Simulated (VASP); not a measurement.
Input:

```
GaIn3P4
1.0
    0.00000     2.88526     2.88526
    2.88526     0.00000     2.88526
   11.54631    11.54631    -0.00529
In P Ga
3 4 1
Direct
  0.00995   0.00995   0.99254
  0.00024   0.00024   0.24982
  0.99100   0.99100   0.50675
  0.25367   0.25367   0.05975
  0.24435   0.24435   0.31674
  0.23559   0.23559   0.57331
  0.26470   0.26470   0.80148
  0.00051   0.00051   0.74962
```

Calculation: PBEsol GGA, VASP's PBE PAW potentials (set 64) (plane waves; VASP). Run with 400 eV cut-off, 8×8×2 Γ-centred mesh, tetrahedra with Blöchl corrections, potentials In_d P Ga_d.

The cores are frozen, which limits the accuracy of field gradients.

Problem. Give the principal components of the electric field gradient (V/Å²) and the asymmetry η at each nucleus.

Solution. 
| atom | Vxx | Vyy | Vzz | η |
|---|---|---|---|---|
| In1 | 0.6 | 0.6 | -1.3 | 0.00 |
| In2 | -2.7 | -2.7 | 5.4 | 0.00 |
| In3 | -4.2 | -4.2 | 8.4 | 0.00 |
| P4 | -4.5 | -4.5 | 8.9 | 0.00 |
| P5 | -4.6 | -4.6 | 9.2 | 0.00 |
| P6 | -2.0 | -2.0 | 4.0 | 0.00 |
| P7 | 9.7 | 9.7 | -19.5 | 0.00 |
| Ga8 | 10.6 | 10.6 | -21.1 | 0.00 |

The structure was generated: GaIn3P4 was put into an ordered model structure (R3m), which need not be its known phase. It was relaxed first.
